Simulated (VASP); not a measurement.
Output of a VASP run:

### OSZICAR
```
       N       E                     dE             d eps       ncg     rms          rms(c)
DAV:   1     0.251648793818E+02    0.25165E+02   -0.41462E+03  2719   0.135E+03
DAV:   2    -0.437814525849E+01   -0.29543E+02   -0.27670E+02  2617   0.163E+02
DAV:   3    -0.463694938470E+01   -0.25880E+00   -0.25854E+00  3133   0.211E+01
DAV:   4    -0.463840133980E+01   -0.14520E-02   -0.14518E-02  3049   0.139E+00
DAV:   5    -0.463841815101E+01   -0.16811E-04   -0.16812E-04  3081   0.125E-01    0.772E+00
DAV:   6    -0.407527403672E+01    0.56314E+00   -0.16412E+01  2737   0.892E+01    0.373E+00
DAV:   7    -0.373312696332E+01    0.34215E+00   -0.24808E+00  2786   0.343E+01    0.602E-01
DAV:   8    -0.372146410934E+01    0.11663E-01   -0.44720E-03  2809   0.983E-01    0.282E-01
DAV:   9    -0.372005673531E+01    0.14074E-02   -0.96981E-03  2857   0.200E+00    0.304E-02
DAV:  10    -0.372005946057E+01   -0.27253E-05   -0.42588E-05  3859   0.126E-01    0.775E-03
DAV:  11    -0.372005827540E+01    0.11852E-05   -0.75049E-07  1803   0.172E-02    0.258E-04
DAV:  12    -0.372005834698E+01   -0.71586E-07   -0.43942E-08  1427   0.237E-03
   1 F= -.37200583E+01 E0= -.37150696E+01  d E =-.997754E-02
```

File OUTCAR:
```
------------------------ aborting loop because EDIFF is reached ----------------------------------------
  FORCE on cell =-STRESS in cart. coord.  units (eV):
  Direction    XX          YY          ZZ          XY          YZ          ZX
  --------------------------------------------------------------------------------------
  Total        0.3184883      0.3184883      0.3184883     -0.0000000     -0.0000000      0.0000000
  in kB       44.5810890     44.5810890     44.5810890     -0.0000000     -0.0000000      0.0000000
  external PRESSURE =      44.5810890 kB  Pullay stress =       0.0000000 kB
  volume of cell :       11.45
      direct lattice vectors                 reciprocal lattice vectors
     0.000000000  1.788715000  1.788715000    -0.279530277  0.279530277  0.279530277
     1.788715000  0.000000000  1.788715000     0.279530277 -0.279530277  0.279530277
     1.788715000  1.788715000  0.000000000     0.279530277  0.279530277 -0.279530277
 POSITION                                       TOTAL-FORCE (eV/Angst)
 -----------------------------------------------------------------------------------
      0.00000      0.00000      0.00000         0.000000     -0.000000      0.000000
 -----------------------------------------------------------------------------------
    total drift:                               -0.000000     -0.000000     -0.000000
  FREE ENERGIE OF THE ION-ELECTRON SYSTEM (eV)
  ---------------------------------------------------
  free  energy   TOTEN  =        -3.7200583470 eV

  energy  without entropy=       -3.7100808045  energy(sigma->0) =       -3.71506958
```
(Selected blocks of OUTCAR.)

### POSCAR
```
Cu
1
    0.0000000000     1.7887150000     1.7887150000
    1.7887150000     0.0000000000     1.7887150000
    1.7887150000     1.7887150000     0.0000000000
Cu
1
Direct
  0.0000000000   0.0000000000   0.0000000000
```

Task: Reconstruct the remaining input files.

Result: One answer among several that fit: the input of the run itself, PBE GGA, plane waves, VASP's PBE PAW potentials (set 64).

### KPOINTS
```
Automatic mesh
0
Gamma
16 16 16
0 0 0
```

**INCAR**
```
SYSTEM = Cu
PREC = Accurate
ENCUT = 300
EDIFF = 1E-6
NELM = 100
ALGO = Normal
LREAL = .FALSE.
LASPH = .TRUE.
ISMEAR = -1
SIGMA = 0.1
GGA = PE
LMAXMIX = 4
LWAVE = .FALSE.
LCHARG = .FALSE.
ISIF = 2
```

POTCAR, in this order: Cu (PBE.64 set). Program: vasp_std.

At this cut-off the stress carries a Pulay error, which pulls relaxed volumes low.

The structure comes from a computed database's Cu entry; how it stands against other phases isn't given here. The cell was not relaxed at this level.
